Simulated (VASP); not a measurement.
Input:

```xyz
3
Lattice="2.2981 -3.9804 0.0000 2.2981 3.9804 0.0000 0.0000 0.0000 7.0218" Properties=species:S:1:pos:R:3 pbc="T T T"
Pb     0.0000     0.0000     0.0000
I      2.2981     1.3268     1.8826
I      2.2981    -1.3268     5.1392
```

These are PBE GGA with D3 dispersion (zero damping), VASP's PBE PAW potentials (set 64) (plane waves; VASP) values and carry that method's errors. Run with 520 eV cut-off, 6×6×4 Γ-centred mesh, tetrahedra with Blöchl corrections, potentials Pb_d I.

Unless said otherwise, spin-orbit coupling is left out, though it shifts the bands of the heavy elements here.

Task: What does the run give for the energy per atom (σ→0), band gap (on the k-mesh) with the smallest direct gap where there is one?

Result: 
| Quantity | Result |
|---|---|
| band gap (on the k-mesh) | 2.22 eV |
| smallest direct gap (on the k-mesh) | 2.22 eV |
| energy per atom (σ→0) | -3.077 eV/atom |

Only differences to runs with the same potentials and settings are physical.

The compound is PbI2 in the 1T layered structure. It was relaxed first.
